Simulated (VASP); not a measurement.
Input:

```yaml
crystal:
  lattice:
    - [2.81274, 0.00000, 0.00000]
    - [0.00000, 2.81274, 0.00000]
    - [0.00000, 0.00000, 2.81274]
  atoms:
    - { symbol: Cr, position: [0.00000, 0.00000, 0.00000] }
    - { symbol: Cr, position: [0.50000, 0.50000, 0.50000] }
```

These are PBEsol GGA, VASP's PBE PAW potentials (set 64) (plane waves; VASP) values and carry that method's errors. Settings: 500 eV cut-off, 13×13×13 Γ-centred mesh, first-order Methfessel-Paxton smearing of 0.10 eV, potentials Cr_pv.

Problem. Predict the energy per atom (σ→0), band gap (on the k-mesh) with the smallest direct gap where there is one.

Solution. 
```
Item                                                         Value
------------------------  ----------------------------------------
band gap (on the k-mesh)  none (metal, semimetal or under 0.01 eV)
energy per atom (σ→0)                              -10.242 eV/atom
```

Only differences to runs with the same potentials and settings are physical.

The compound is Cr in the bcc, AFM order structure. It was relaxed first, which changed the volume by -7 %. The run is not spin-polarised, so no magnetic state was tried.
